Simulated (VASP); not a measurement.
An input for Quantum ESPRESSO's pw.x (written as the equivalent of a VASP run, and not itself run):

```
&CONTROL
  calculation = 'scf'
  pseudo_dir = './pseudo'
  outdir = './out'
  tprnfor = .true.
  tstress = .true.
/
&SYSTEM
  ibrav = 0
  nat = 2
  ntyp = 1
  ecutwfc = 72
  occupations = 'smearing'
  smearing = 'methfessel-paxton'
  degauss = 0.00735
  input_dft = 'pbe'
/
&ELECTRONS
  conv_thr = 7.3e-08
  electron_maxstep = 100
/
ATOMIC_SPECIES
  Re 186.207 Re.upf
CELL_PARAMETERS angstrom
     1.3800000   -2.3902300    0.0000000
     1.3800000    2.3902300    0.0000000
     0.0000000    0.0000000    4.4600000
ATOMIC_POSITIONS crystal
  Re   0.3333330  0.6666670  0.2500000
  Re   0.6666670  0.3333330  0.7500000
K_POINTS automatic
  14 14 8 0 0 0
```

Write the VASP files for the same calculation (PBE).

One answer among several that fit: 
### INCAR
```
SYSTEM=Re
PREC=Accurate; ENCUT=400; LREAL=F
LASPH=T
EDIFF=1E-6; NELM=100; ALGO=Normal
LMAXMIX=6
ISMEAR=1; SIGMA=0.1
GGA=PE
ISIF=2
LWAVE=F; LCHARG=F
```

POSCAR:
```
Re
8.920
  0.1547085202  -0.2679630045   0.0000000000
  0.1547085202   0.2679630045   0.0000000000
  0.0000000000   0.0000000000   0.5000000000
Re
2
direct
  0.3333330000   0.6666670000   0.2500000000
  0.6666670000   0.3333330000   0.7500000000
```

### KPOINTS
```
Automatic mesh
0
Gamma
  14 14 8
0 0 0
```

POTCAR, in this order: Re (PBE.64 set). Program: vasp_std.

The two are equivalent in intent, not identical: the potentials are each code's own (VASP's PAW set, PseudoDojo norm-conserving files in pw.x), so ENCUT and ecutwfc are chosen apart and not converted; conv_thr bounds pw.x's estimated SCF error, while EDIFF bounds the energy change between steps.

The compound is Re in the hcp structure. The cell was not relaxed at this level.
